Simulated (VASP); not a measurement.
Energy against volume of CoAl (CsCl type). Method: PBEsol GGA, VASP's PBE PAW potentials (set 64) (plane waves; VASP 6.6.1). Settings: 520 eV cut-off, 13×13×13 Γ-centred mesh, first-order Methfessel-Paxton smearing of 0.10 eV, potentials Al Co.

```json
[
 {"V (Å³/atom)": "10.912", "E (eV/atom)": "-6.53436"},
 {"V (Å³/atom)": "11.249", "E (eV/atom)": "-6.54076"},
 {"V (Å³/atom)": "11.587", "E (eV/atom)": "-6.53491"},
 {"V (Å³/atom)": "11.924", "E (eV/atom)": "-6.51860"}
]
```

Question: Fit these four points and predict the energy of the run at 10.574 Å³/atom.

Answer: A cubic in V^(−2/3), the third-order Birch-Murnaghan form, passes through the four points with V0 = 11.25 Å³/atom and B0 = 194 GPa, and gives -6.5136 eV/atom there. The run gave -6.5136 eV/atom, +0.0 meV/atom from the fit; all five points give B0 = 193 GPa.

The compound is CoAl in the CsCl type structure. It was relaxed first. The run is not spin-polarised, so no magnetic state was tried.
